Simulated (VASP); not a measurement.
Li2Pt: single point with LDA

The system is Li2Pt.

```
CELL_PARAMETERS angstrom
4.18600 0.00000 0.00000
-2.09300 3.62518 0.00000
0.00000 0.00000 2.66100
ATOMIC_POSITIONS crystal
Li 0.33838 0.65288 0.58435
Li 0.67173 0.31949 0.45332
Pt 0.00504 0.98626 0.01870
```

* Program: VASP 6.6.1
* Task: single point
* Functional: LDA
* Potentials or basis: VASP PAW LDA potentials, release 64 (Li_sv, Pt)
* Cutoff: 520 eV
* k mesh: 5 × 5 × 6
* Occupations: fermi-dirac, width 0.05 eV
* Spin: no spin polarisation
* Dipole correction: no
* Further INCAR settings: ALGO = Normal; EDIFF = 1e-06; NBANDS = 15

```
Band gap on the k mesh : none (metal or under the smearing width)
```

Levels at points of the mesh, in eV from the Fermi level:
```csv
k point,band 4,band 5,band 6,band 7,band 8,band 9,band 10,band 11,band 12,band 13
"(0.00, 0.00, 0.00)",-4.42,-3.37,-3.37,-0.67,-0.67,3.78,3.79,6.36,6.36,8.95
"(0.00, 0.00, 0.50)",-3.78,-3.78,-2.21,-2.21,0.39,2.85,6.52,6.52,7.33,10.41
```

Run time: 20 s on 1 thread of Intel(R) Xeon(R) Platinum 8488C (Sapphire Rapids), on a shared host, peak memory 0.17 GiB.

Caveat: the k mesh is coarse (spacing up to 0.39 Å⁻¹), so the values aren't converged. Spin-orbit coupling is left out, which matters for the levels of Pt.
